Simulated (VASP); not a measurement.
Computed with PBE GGA with D3 dispersion (zero damping), VASP's PBE PAW potentials (set 64) (plane waves; VASP 6.6.1).

Input for VASP

**KPOINTS**
```
Automatic mesh
0
Gamma
13 13 10
0 0 0
```

INCAR:
```
! general
SYSTEM  =  MgB2
PREC    =  Accurate
ENCUT   =  520
LREAL   =  .FALSE.
LASPH   =  .TRUE.

! electronic loop
EDIFF   =  1E-7
NELM    =  100
ALGO    =  Normal

! smearing
ISMEAR  =  -5

! functional
GGA     =  PE
IVDW    =  11

! ions
ISIF    =  2

! output
LWAVE   =  .FALSE.
LCHARG  =  .TRUE.
LORBIT  =  11
NEDOS   =  601

! other
LEFG    =  .TRUE.
```

File POSCAR:
```
MgB2
1
    1.5288501796    -2.6480457063     0.0000000000
    1.5288501796     2.6480457063     0.0000000000
    0.0000000000     0.0000000000     3.4598020879
Mg B
1 2
Direct
  0.0000000000   0.0000000000   0.0000000000
  0.3333330000   0.6666670000   0.5000000000
  0.6666670000   0.3333330000   0.5000000000
```

POTCAR, in this order: Mg B (PBE.64 set). Program: vasp_std.

### Question
Predict the energy per atom (σ→0), dispersion energy, band gap (on the k-mesh).

### Answer

```
Quantity                                                     Value
------------------------  ----------------------------------------
energy per atom (σ→0)                               -5304 meV/atom
dispersion energy                                        -0.601 eV
band gap (on the k-mesh)  none (metal, semimetal or under 0.01 eV)
```

OSZICAR:
```
...
DAV:  10    -0.153115103270E+02   -0.19320E-03   -0.10007E-03  2920   0.219E-01    0.233E-02
DAV:  11    -0.153114259818E+02    0.84345E-04   -0.67243E-05  2256   0.558E-02    0.314E-03
DAV:  12    -0.153114432274E+02   -0.17246E-04   -0.34463E-06  2392   0.119E-02    0.104E-03
DAV:  13    -0.153114407812E+02    0.24462E-05   -0.97260E-08  2232   0.250E-03    0.276E-04
DAV:  14    -0.153114395727E+02    0.12085E-05   -0.17797E-08  1304   0.849E-04    0.690E-05
DAV:  15    -0.153114394565E+02    0.11618E-06   -0.72750E-10  1312   0.247E-04    0.958E-06
DAV:  16    -0.153114394168E+02    0.39732E-07   -0.75561E-11  1104   0.728E-05
   1 F= -.15912852E+02 E0= -.15912852E+02  d E =0.000000E+00
```

The compound is MgB2 in the AlB2 type structure. It was relaxed first.
